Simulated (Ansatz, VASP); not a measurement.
# TiSe2 (TiSe2 monolayer (from P-3m1)) in two plane-wave programs

One calculation is typed for both programs; each brings its own data sets. How far apart do they land? The structure shown is the start of the Ansatz relaxation below; VASP solves that cell, so the two are compared at the walk's first step.

Method: plane waves, with VASP 6.6.1 beside it; single point at PBEsol, in Ansatz 0.2.0.

## Step 1: The starting structure

The cell holds 3 atoms: 1 Ti and 2 Se. Its edges and angles: a = 3.536 Å, b = 3.536 Å, c = 29.929 Å, α = 90.0°, β = 90.0°, γ = 120.0°. Vacuum lies along c. The height across the vacuum is the one that the program set for its solve, not the one typed.

## Step 2: Ansatz: relaxation, PBEsol

Ansatz runs on its default PAW (the set named soft_2) files.

The two programs are compared at the cell with which this relaxation starts, whose forces are those of its first step.

The input, input.yaml:

```yaml
crystal:
  lattice:
    - [3.536, 0.0, 0.0]
    - [-1.768, 3.062266, 0.0]
    - [0.0, 0.0, 27.064442]
  atoms:
    - { symbol: Ti, position: [0.3333333, 0.6666667, 0.5] }
    - { symbol: Se, position: [0.0, 0.0, 0.5566138] }
    - { symbol: Se, position: [0.6666667, 0.3333333, 0.4433862] }
  periodic: [true, true, false]
basis:
  ecutwfc: 420
  xc_grid: 2
hamiltonian:
  xc: pbesol
kpoints:
  mp_grid: { grid: [11, 11, 1] }
scf:
  occupations: { method: fermi_dirac, width: 0.02 }
  max_iter: 100
relax:
  f_tol: 0.005
  max_steps: 60
  cell: {}
output:
  forces: true
checkpoint:
  write: "../cell.run"
  compress: false
  write_wavefunctions: false
  write_every: 100000
```

Started as:

```
ansatz run input.yaml --threads 4 --pin off --max-ram 9420MiB --backend cpu --events-out ev --progress --plain --runs-dir out
```

Numbers of over 12 decimals in the logs are rounded to 6 here.

Log:

```text
Warning: crystal.periodic: the lattice vector that does not repeat stood 0.000° off the slab's normal, 27.064 Å along it as the deck builds it. The run solves the slab on a vector along the normal, 29.929 Å long, with every atom where it was (on the deck's vector they left 24.00 Å outside them, and the widest stretch free of ions among them is 1.53 Å). A fractional position that the run reports is one of the run's ce [...]
crystal.periodic: the lattice vector that does not repeat stood 0.000° off the slab's normal, 27.064 Å along it as the deck builds it. The run solves the slab on a vector along the normal, 29.929 Å long, with every atom where it was (on the deck's vector they left 24.00 Å outside them, and the widest stretch free of ions among them is 1.53 Å). A fractional position that the run reports is one of the run's cell, which [...]
Engine: ansatz 0.2.0, aarch64-unknown-linux-gnu
Pseudopotentials: kind: paw
Pseudopotential: Ti, paw, valence charge 12, recommended cutoff 420 eV (normal), Ti.paw.azcp
Pseudopotential: Se, paw, valence charge 16, recommended cutoff 420 eV (normal), Se.paw.azcp
Functional definition: PBEsol
  exchange = pbesol_x
  correlation = pbesol_c
Crystal: 3 atoms, lattice volume = 324.075 Å³
Basis set: ecut = 420 eV, 6299 PW (Γ), exchange–correlation on 48×48×432 points (8 copies of the dense FFT grid, shifted against one another)
Bands: 27, of which v1, the nominal top of the filled ones, is band 22 counted from 1 (21 counted from 0)
Symmetry: 12 space group operations
Space group: P-3m1 (ITA 164), of the structure as read, at distance tolerance 6.9e-5 Å
k-points: 16 of 121
Non-local potential: Ti, projectors of the file, l = 0: 3, l = 1: 2, l = 2: 3, l = 3: 1
Non-local potential: Se, projectors of the file, l = 0: 2, l = 1: 2, l = 2: 3, l = 3: 1
PAW form: soft (Blöchl's): semilocal exchange-correlation on the pseudo side does not see the compensation charge
PAW frozen core: Ti, regenerated for the run's functional, and the local potential with it (the file was generated under x = pbe(κ = 0.804, μ = 0.219515), c = pbe(β = 0.066725))
PAW frozen core: Se, regenerated for the run's functional, and the local potential with it (the file was generated under x = pbe(κ = 0.804, μ = 0.219515), c = pbe(β = 0.066725))
PAW one-centre angular grid: Ti, 590 points (default); XC on 64 Gauss nodes
PAW one-centre angular grid: Se, 590 points (default); XC on 64 Gauss nodes
Initial density: superposition of atomic densities (neutral atoms: chi_scale 0, normalization atom), corrected by the library's trained network
Initial wavefunctions: pseudopotential atomic-orbital guess
Functional: x = pbesol(κ = 0.804, μ = 0.123457), c = pbesol(β = 0.046)
SCF iter   1: F=—  HF=-13325.638178 eV  |F-HF|=—  |Δ(HF+E_count)|=         —  Δρ=2.07e-3  dr2=1.40e-2  ethr=1.77e-3  ⟨swp⟩=12.6  Hψ=2605  notcnv=0
[...]
Initial density: handed on by an earlier stage of this run
Initial wavefunctions: those handed on with the density
iter 1 solved again at ethr=6.24e-5 eV; its pass at ethr=3.10e-3 eV (dr2=2.74e-2 eV) is discarded
SCF iter   1: F=—  HF=-13325.652826 eV  |F-HF|=—  |Δ(HF+E_count)|=         —  Δρ=1.65e-3  dr2=2.77e-2  ethr=6.24e-5  ⟨swp⟩=2.1  Hψ=2882  notcnv=0
preconditioner: auto → LDOS  [insulator: Δε(μ)=0.093 eV  Ē_g=7.148 eV  σ=0.020 eV  W_gap=0.61  n_scr=18 (ndim 8)  ℏωp=8.4 eV  f_vac=0.773  D(μ)=2.29/eV (n_scr^D=10)  ε∞_Penn≈2.4  β→1.0]
SCF iter   2: F=—  HF=-13325.650645 eV  |F-HF|=—  |Δ(HF+E_count)|=   2.18e-3  Δρ=7.95e-4  dr2=7.10e-3  ethr=6.24e-5  ⟨swp⟩=3.0  Hψ=747  notcnv=0
SCF iter   3: F=—  HF=-13325.649621 eV  |F-HF|=—  |Δ(HF+E_count)|=   1.02e-3  Δρ=2.31e-4  dr2=4.79e-4  ethr=1.61e-5  ⟨swp⟩=3.0  Hψ=779  notcnv=0
SCF iter   4: F=—  HF=-13325.649552 eV  |F-HF|=—  |Δ(HF+E_count)|=   6.88e-5  Δρ=8.98e-5  dr2=4.26e-5  ethr=1.09e-6  ⟨swp⟩=3.0  Hψ=789  notcnv=0
SCF iter   5: F=—  HF=-13325.649637 eV  |F-HF|=—  |Δ(HF+E_count)|=   8.48e-5  Δρ=1.45e-5  dr2=3.92e-7  ethr=9.68e-8  ⟨swp⟩=2.4  Hψ=648  notcnv=0
SCF iter   6: F=-13325.649639 eV  HF=-13325.649639 eV  |F-HF|=2.29e-7  |Δ(HF+E_count)|=   2.03e-6  Δρ=3.97e-6  dr2=4.09e-8  ethr=6.82e-10  ⟨swp⟩=6.9  Hψ=1857  notcnv=0
SCF 2 converged in 6 iterations: F = -13325.649639 eV  dr2 = 4.09e-8
relax step   2: F+E_penalty+E_count = -13325.64963923 eV  Δ(F+E_penalty+E_count) = -1.706e-2 eV  max|allowed force component| = 5.434e-2 eV/Å  Δτ_max = 0.0030 Å  P = -0.265 N/m  Ω = 315.458 Å³  energy of the carried Pulay correction = +1.685e-4 eV  fix = [c, alpha, beta]  reactions: c -0.000 N/m  (6 SCF iters, dr2 threshold 3.00e-7 eV, accepted)
[...]
relax step   3: F+E_penalty+E_count = -13325.65238554 eV  Δ(F+E_penalty+E_count) = -2.746e-3 eV  max|allowed force component| = 3.823e-2 eV/Å  Δτ_max = 0.0248 Å  P = -0.114 N/m  Ω = 310.377 Å³  energy of the carried Pulay correction = +2.700e-4 eV  fix = [c, alpha, beta]  reactions: c -0.000 N/m  (6 SCF iters, dr2 threshold 1.85e-7 eV, accepted)
[...]
relax step   4: F+E_penalty+E_count = -13325.65252745 eV  Δ(F+E_penalty+E_count) = -1.419e-4 eV  max|allowed force component| = 4.102e-3 eV/Å  Δτ_max = 0.0039 Å  P = +0.009 N/m  Ω = 310.298 Å³  energy of the carried Pulay correction = +2.716e-4 eV  fix = [c, alpha, beta]  reactions: c +0.000 N/m  (5 SCF iters, dr2 threshold 9.13e-8 eV, accepted)
[...]
relax step   5: F+E_penalty+E_count = -13325.65225310 eV  Δ(F+E_penalty+E_count) = +2.743e-4 eV  max|allowed force component| = 4.169e-3 eV/Å  Δτ_max = 0.0000 Å  P = +0.010 N/m  Ω = 310.298 Å³  fix = [c, alpha, beta]  reactions: c +0.000 N/m  stress off target by 1.01e-2 N/m on what of the cell is left free  SCF on the basis re-selected at this cell (its energy is not comparable with the rows above)  (6 SCF iters)
basis re-selected at this cell: Δ(F+E_penalty+E_count) = +2.743e-4 eV, ΔP = +0.001 N/m vs the last step (what re-selecting the basis moved, of the pressure what is left beyond the Pulay correction that the steps carried, after the strain that the cell walked since its last selection, with what the two solves' SCF thresholds leave and, on support functions, any second-order correction that the steps lacked; it is no m [...]
SCF converged after 6 iterations
Free energy (F): -13325.652253 eV
Harris-Foulkes:  -13325.652253 eV  (|F-HF|=1.07e-9)
Internal energy: -13325.650023 eV  (E = F + TS)
E sigma→0 (E₀):  -13325.651138 eV
Entropy (-TS):   -0.002230 eV (-0.743 meV/atom)
Fermi energy:    -5.339534 eV
--- Per-component energies (eV) ---
  E_band       = -1577.983414
  E_kinetic    = 510.214926
  E_local      = -104564.945532  (includes V_loc(G=0)·N_el)
  E_nonlocal   = -1177.767212
  E_hartree    = 51853.155958
  E_xc         = -304.501452
  E_vxc        = -319.113175  (∫ρ·V_xc dr)
  E_paw        = -4756.883187  (= ΣΔE_a)
  E_vpaw       = 267.316898  (= ΣTr[D̂ρ^β])
  E_aug_tail   = -0.001075  (compensation charges beyond the density's cutoff)
  E_ewald      = 45112.921266
  E_core_change = 2.156285  (= ΣΔE_core)
  E_smearing   = -0.002230  (= −TS)
  E_closure    = -0.000000  (closes the sum)
  Σ components = -13325.652253   (vs F -13325.652253, Δ=0.00e0)
--- Forces (eV/Å), atoms counted from 1 ---
  atom   1  Ti     0.00000000     0.00000000     0.00000000
  atom   2  Se     0.00000000    -0.00000000     0.00416873
  atom   3  Se     0.00000000     0.00000000    -0.00416873
  max |Σ_I F_I| component: 4.63e-18 eV/Å
--- 2D stress c σ (N/m, compression-positive) ---
        0.010084      -0.000000       0.000000
       -0.000000       0.010084      -0.000000
        0.000000      -0.000000       0.000000
  P = ½ c Tr σ = 0.0101 N/m
--- Relaxed structure (4 steps of the walk, 4 accepted, 1 SCFs on fresh bases) ---
  F+E_penalty+E_count = -13325.65225310 eV   max|allowed force component| = 4.169e-3 eV/Å   (the final SCF, on the basis selected at the relaxed cell)
  cell:  # Å, volume = 310.2985 Å³
    - [3.460025, 0.0, 0]
    - [-1.730012, 2.996469, 0]
    - [0, 0, 29.928884]
  atoms:
    - { symbol: Ti, position: [0.333333, 0.666667, 0.452146] }
    - { symbol: Se, position: [5.007863004918767e-19, 0, 0.504141] }
    - { symbol: Se, position: [0.666667, 0.333333, 0.400151] }
```

## Step 3: VASP: single point, PBEsol, start cell

The same cell, functional, mesh and smearing now go to VASP, with its own data sets.

Lines of VASP's logs that name or quote its potential files are left out, and so is its time.

The input, INCAR:

```
SYSTEM = TiSe2
PREC = Accurate
ENCUT = 400
EDIFF = 1E-06
NELM = 120
ISMEAR = -1
SIGMA = 0.02
LREAL = .FALSE.
ALGO = Normal
GGA = PS
NBANDS = 18
LASPH = .TRUE.
LORBIT = 11
LWAVE = .FALSE.
LCHARG = .FALSE.
ISIF = 2
LDIPOL = .TRUE.
IDIPOL = 3
DIPOL = 0.5 0.5 0.452
LVHAR = .TRUE.
GGA_COMPAT = .FALSE.
NELMDL = -8
```

The input, POSCAR:

```
TiSe2
1.0
    3.5360000000      0.0000000000      0.0000000000
   -1.7680000000      3.0622660000      0.0000000000
    0.0000000000      0.0000000000     29.9288840000
Ti Se
1 2
Direct
    0.3333333878      0.6666667755      0.4521458602
    0.0000000000      0.0000000000      0.5033412539
    0.6666666122      0.3333332245      0.4009504664
```

The input, KPOINTS:

```
Automatic mesh
0
Gamma
11 11 1
0 0 0
```

Potentials, in the order of the species: Ti_sv and Se (PBE family, release 64).

Started as:

```
mpirun -np 1 vasp_std
```

Log:

```text
[banner, memory and clock lines left out]
running    1 mpi-ranks, on    1 nodes
 distrk:  each k-point on    1 cores,    1 groups
 distr:  one band on    1 cores,    1 groups

 POSCAR found type information on POSCAR TiSe
 POSCAR found :  2 types and       3 ions
|                                                                             |
|               ----> ADVICE to this user running VASP <----                  |
|                                                                             |
|     You enforced a specific xc type in the INCAR file but a different       |
|     [... a line on the potential file left out ...]
|     I HOPE YOU KNOW WHAT YOU ARE DOING!                                     |
|                                                                             |

 LDA part: xc-table for (Slater+PW92), standard interpolation
 POSCAR, INCAR and KPOINTS ok, starting setup
 FFT: planning ... GRIDC
 FFT: planning ... GRID_SOFT
 FFT: planning ... GRID
 WAVECAR not read
 entering main loop
       N       E                     dE             d eps       ncg     rms          rms(c)
DAV:   1     0.153902726066E+03    0.15390E+03   -0.95796E+03   704   0.821E+02
DAV:   2     0.460443678302E+00   -0.15344E+03   -0.15061E+03   766   0.226E+02
DAV:   3    -0.215436863541E+02   -0.22004E+02   -0.21934E+02  1014   0.775E+01
DAV:   4    -0.225280636272E+02   -0.98438E+00   -0.98190E+00   786   0.155E+01
DAV:   5    -0.226053364264E+02   -0.77273E-01   -0.77260E-01   900   0.338E+00
DAV:   6    -0.226060048769E+02   -0.66845E-03   -0.66843E-03   838   0.405E-01
DAV:   7    -0.226060286073E+02   -0.23730E-04   -0.23729E-04   880   0.587E-02
DAV:   8    -0.226060287805E+02   -0.17323E-06   -0.17318E-06   824   0.627E-03    0.125E+01
DAV:   9    -0.208739403250E+02    0.17321E+01   -0.31960E+01   698   0.439E+01    0.114E+01
DAV:  10    -0.199461167026E+02    0.92782E+00   -0.26879E+01   752   0.358E+01    0.576E+00
DAV:  11    -0.193782447950E+02    0.56787E+00   -0.38447E+00   620   0.157E+01    0.155E+00
DAV:  12    -0.193608213588E+02    0.17423E-01   -0.14269E-01   646   0.304E+00    0.832E-01
DAV:  13    -0.193540093178E+02    0.68120E-02   -0.27059E-02   752   0.113E+00    0.318E-01
DAV:  14    -0.193528036670E+02    0.12057E-02   -0.24503E-03   770   0.393E-01    0.101E-01
[...]
DAV:  20    -0.193532332889E+02   -0.12720E-03   -0.25353E-05   698   0.328E-02    0.538E-03
DAV:  21    -0.193532458630E+02   -0.12574E-04   -0.10985E-06   574   0.918E-03    0.285E-03
DAV:  22    -0.193532881703E+02   -0.42307E-04   -0.17932E-06   610   0.464E-03    0.312E-03
DAV:  23    -0.193532955316E+02   -0.73613E-05   -0.15386E-06   546   0.874E-03    0.181E-03
DAV:  24    -0.193533067899E+02   -0.11258E-04   -0.73257E-07   532   0.550E-03    0.567E-04
DAV:  25    -0.193533113417E+02   -0.45518E-05   -0.17558E-07   506   0.127E-03    0.805E-04
DAV:  26    -0.193533145957E+02   -0.32541E-05   -0.20034E-07   506   0.247E-03    0.435E-04
DAV:  27    -0.193533149535E+02   -0.35774E-06   -0.16058E-08   384   0.112E-03
   1 F= -.19353315E+02 E0= -.19352571E+02  d E =-.148832E-02
```

From OUTCAR (step 3):

```text
ion  position               nearest neighbor table
   1  0.333  0.667  0.452-   3 2.55   2 2.55   2 2.55   3 2.55   3 2.55   2 2.55
   2  0.000  0.000  0.503-   1 2.55   1 2.55   1 2.55
   3  0.667  0.333  0.401-   1 2.55   1 2.55   1 2.55

  LATTYP: Found a hexagonal cell.
 ALAT       =     3.5360000000
 C/A-ratio  =     8.4640509050

 Subroutine GETGRP returns: Found 12 space group operations
 (whereof  6 operations were pure point group operations)

The static configuration has the point symmetry C_3v.
 The point group associated with its full space group is D_3d.

 Found     16 irreducible k-points:

   k-points           NKPTS =     16   k-points in BZ     NKDIM =     16   number of bands    NBANDS=     18

   dimension x,y,z NGX =    24 NGY =   24 NGZ =  196
   dimension x,y,z NGXF=    48 NGYF=   48 NGZF=  392

   ENCUT  =  400.0 eV  29.40 Ry    5.42 a.u.   5.77  5.77 48.81*2*pi/ulx,y,z

   NELECT =      24.0000    total number of electrons

 k-points in reciprocal lattice and weights: Automatic mesh
   0.00000000  0.00000000  0.00000000       0.008
   0.09090909  0.00000000  0.00000000       0.050
   0.18181818  0.00000000  0.00000000       0.050
   0.27272727  0.00000000  0.00000000       0.050
   0.36363636  0.00000000  0.00000000       0.050
   0.45454545  0.00000000  0.00000000       0.050
   0.09090909  0.09090909  0.00000000       0.050
   0.18181818  0.09090909  0.00000000       0.099
   0.27272727  0.09090909  0.00000000       0.099
[...]
0.27272727  0.27272727  0.00000000       0.050
   0.36363636  0.27272727  0.00000000       0.050

 dipolmoment           0.000000      0.000000      0.000002 electrons x Angstroem

 average (electrostatic) potential at core
       1 -84.8381       2 -61.0984       3 -61.0984

 E-fermi :  -3.4104

 k-point     1 :       0.0000    0.0000    0.0000
  band No.  band energies     occupation
    ...
      6     -16.0657      2.00000
      7      -7.8756      2.00000
      8      -5.6023      2.00000
      9      -5.6023      2.00000
     10      -4.7337      2.00000
     11      -2.9423      0.00000
     12      -2.9423      0.00000
     13      -2.8845      0.00000
     14      -2.8845      0.00000
     15      -2.5474      0.00000
    ...

 k-point     2 :       0.0909    0.0000    0.0000
  band No.  band energies     occupation
    ...
      8      -5.9657      2.00000
      9      -5.5769      2.00000
     10      -4.4615      2.00000
     11      -3.8758      2.00000
     12      -3.4972      1.97418
     13      -2.7996      0.00000
     14      -2.3777      0.00000
     15      -2.2274      0.00000
     16      -0.2637      0.00000
     17       0.1048      0.00000
    ...

 k-point     3 :       0.1818    0.0000    0.0000
  band No.  band energies     occupation
    ...
      8      -6.5420      2.00000
      9      -5.5272      2.00000
     10      -5.1863      2.00000
     11      -4.2390      2.00000
     12      -4.0030      2.00000
     13      -2.9384      0.00000
     14      -2.0296      0.00000
     15      -1.9607      0.00000
     16      -0.7893      0.00000
     17      -0.0401      0.00000
    ...

  Total       -1.1274081     -1.1274082     -0.4469046      0.0000000      0.0000000      0.0000000
  in kB       -5.5737315     -5.5737321     -2.2094273      0.0000000      0.0000000      0.0000000
  external PRESSURE =      -4.4522970 kB  Pullay stress =       0.0000000 kB

  energy-cutoff  :      400.00
  volume of cell :      324.08
      direct lattice vectors                 reciprocal lattice vectors
     3.536000000  0.000000000  0.000000000     0.282805430  0.163277782  0.000000000
    -1.768000000  3.062266000  0.000000000     0.000000000  0.326555564  0.000000000
     0.000000000  0.000000000 29.928884000     0.000000000  0.000000000  0.033412539

 POSITION                                       TOTAL-FORCE (eV/Angst)
 -----------------------------------------------------------------------------------
      0.00000      2.04151     13.53222        -0.000000     -0.000000     -0.000000
      0.00000      0.00000     15.06444         0.000000      0.000000     -0.116287
      1.76800      1.02076     12.00000         0.000000      0.000000      0.116287
 -----------------------------------------------------------------------------------
    total drift:                               -0.000000     -0.000497      0.000040

  FREE ENERGIE OF THE ION-ELECTRON SYSTEM (eV)
  ---------------------------------------------------
  free  energy   TOTEN  =       -19.3533149535 eV

  energy  without entropy=      -19.3518266361  energy(sigma->0) =      -19.35257079

 vacuum level on the upper side and lower side of the slab         2.011         2.011

 total charge
# of ion       s       p       d       tot
------------------------------------------
    1        2.182   6.165   1.822  10.169
    2        1.472   2.354   0.032   3.858
    3        1.472   2.354   0.032   3.858
--------------------------------------------------
tot          5.126  10.872   1.887  17.885

[... 3 further parts left out ...]
```

This run has no spin polarisation, so a moment on Ti, if there is one, isn't seen.

## Step 4: Differences

Known differences besides the potentials themselves: Ansatz cuts the interaction across the vacuum, VASP repeats the sheet with a dipole correction; the data sets hold 44 valence electrons in Ansatz (on its default PAW (the set named soft_2) files) and 24 in VASP; the cutoff is 420 eV in Ansatz and 400 eV in VASP; Ansatz makes its cores anew for this functional, VASP keeps those of its PBE data sets. Total energies have different zeros and are not compared.

Forces (eV/Å; atoms numbered as in POSCAR):

| atom | Ansatz x, y, z | VASP x, y, z |
| --- | --- | --- |
| Ti1 | 0.000, 0.000, 0.000 | 0.000, 0.000, 0.000 |
| Se2 | 0.000, 0.000, -0.146 | 0.000, 0.000, -0.116 |
| Se3 | 0.000, 0.000, 0.146 | 0.000, 0.000, 0.116 |

The forces differ by 14 meV/Å r.m.s., which is 25.6 % of the r.m.s. force of 0.055 eV/Å (both taken over all components). With vacuum in the cell, a pressure given here is an average over mostly empty space and none of the material.

## Step 5: Results

| Item | Value |
| --- | --- |
| r.m.s. force difference (single point, PBEsol, start cell) | 14 meV/Å |

In words: The r.m.s. force difference is 14 meV/Å (single point, PBEsol, start cell), beyond the 12 meV/Å picked in this series as the mark of a large difference. The data sets hold unlike numbers of valence electrons (44 in Ansatz and 24 in VASP), so part of the differences comes from the potentials. What causes the difference of the single point, PBEsol, start cell pair stays open here. 1 further run of this series is not shown here. How closely two codes agree says nothing of how well the functional describes the real material.

[Lines on the potential files, build, host, timing and source positions are cut from VASP's logs without a mark.]

[Logs are printed without paths, hosts, clocks, repeated set-up lines and the standing remarks that a program may print on its own settings, such as how far it seeks lower states.]

[Hosts, paths, dates, database ids (printed as entryN), source tags and the programs' standing remarks are cut or masked in the printed files.]
